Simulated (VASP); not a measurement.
An input for Ansatz (written as the equivalent of a VASP run, and not itself run):

Ansatz 0.2 input:
```yaml
crystal:
  lattice:
    - [0.0000000, 3.1354569, 3.1354569]
    - [3.1354569, 0.0000000, 3.1354569]
    - [3.1354569, 3.1354569, 0.0000000]
  atoms:
    - { symbol: In, position: [0.0000000, 0.0000000, 0.0000000] }
    - { symbol: Sb, position: [0.2500000, 0.2500000, 0.2500000] }
kpoints:
  mp_grid: { grid: [7, 7, 7] }
hamiltonian:
  xc: lda
  pseudopotentials: { kind: paw }
scf:
  occupations: { method: gaussian, width: 0.05 }
  max_iter: 100
relax:
  max_steps: 40
  f_tol: 0.02
  cell: { p_target: 5 }
output: { forces: true, stress: true, eigenvalues: true }
```

Task: Translate this input to VASP (INCAR, KPOINTS, POSCAR, choice of POTCAR).

Result: One answer among several that fit: 
**INCAR**
```
LCHARG=.FALSE.
LREAL=.FALSE.
PSTRESS=50
EDIFFG=-0.02
IBRION=2
ENCUT=500   # plane-wave cut-off (eV)
ISIF=3   # ions, shape and volume
LASPH=.TRUE.   # aspherical one-centre terms
LMAXMIX=4   # l cut-off of mixed one-centre charges
ISMEAR=0   # Gaussian
LWAVE=.FALSE.
PREC=Accurate
NSW=40   # most ionic steps
SIGMA=0.05   # width (eV)
NELM=100
EDIFF=1E-6
ALGO=Normal   # blocked Davidson
SYSTEM=InSb
```

### POSCAR
```
InSb
1
    0.0000000000     3.1354568743     3.1354568743
    3.1354568743    -0.0000000000     3.1354568743
    3.1354568743     3.1354568743     0.0000000000
In Sb
1 1
Direct
  0.0000000000   0.0000000000   0.0000000000
  0.2500000000   0.2500000000   0.2500000000
```

File KPOINTS:
```
Automatic mesh
0
Gamma
7 7 7
0 0 0
```

POTCAR, in this order: In_d Sb (LDA.64 set). Program: vasp_std.

The two are equivalent in intent, not identical: each code has its own PAW files, so the cut-off isn't converted (ENCUT is set for VASP's; basis.ecutwfc is left out, and Ansatz then takes the one that its files recommend); Ansatz stops its SCF on the density residual and VASP on the energy change (EDIFF); Ansatz's lda is the Perdew-Wang form, while the LDA potentials of VASP carry Perdew-Zunger's.

The compound is InSb in the zinc blende structure. It was relaxed first under an external pressure of 5 GPa.
